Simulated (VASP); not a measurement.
CsPbCl3:

```
Cs Pb Cl
1.0
     5.60500    0.00000    0.00000
     0.00000    5.60500    0.00000
     0.00000    0.00000    5.60500
Cs Pb Cl
1 1 3
Direct
  0.00000 0.00000 0.00000
  0.50000 0.50000 0.50000
  0.50000 0.50000 0.00000
  0.00000 0.50000 0.50000
  0.50000 0.00000 0.50000
```

- Program: VASP 6.6.1
- Task: relaxation of cell and atoms
- Functional: PBE
- Potentials or basis: VASP PAW PBE potentials, release 64 (Cs_sv, Pb_d, Cl)
- Cutoff: 600 eV
- k mesh: 6 × 6 × 6
- Occupations: gaussian, width 0.03 eV
- Spin: no spin polarisation

At the start: pressure 1.8 GPa; volume 35.22 Å³/atom.

**Question.** Where does the relaxation end?

**Answer.** Over 3 steps the energy falls by 12.9 meV/atom and the volume is 37.73 Å³/atom (+7.1 %); space group Pm-3m (No. 221, to 0.05 Å).

Step by step:
```csv
step,energy change (eV),largest force (eV/Å),pressure (GPa),volume (Å³)
1,0.0000,0.0000,1.76,176.09
2,-0.0621,0.0000,0.29,186.14
3,-0.0643,0.0000,-0.02,188.63
```

Final structure:
```
CELL_PARAMETERS angstrom
5.73506 0.00000 0.00000
0.00000 5.73506 0.00000
0.00000 0.00000 5.73506
ATOMIC_POSITIONS crystal
Cs 0.00000 0.00000 0.00000
Pb 0.50000 0.50000 0.50000
Cl 0.50000 0.50000 0.00000
Cl 0.00000 0.50000 0.50000
Cl 0.50000 0.00000 0.50000
```
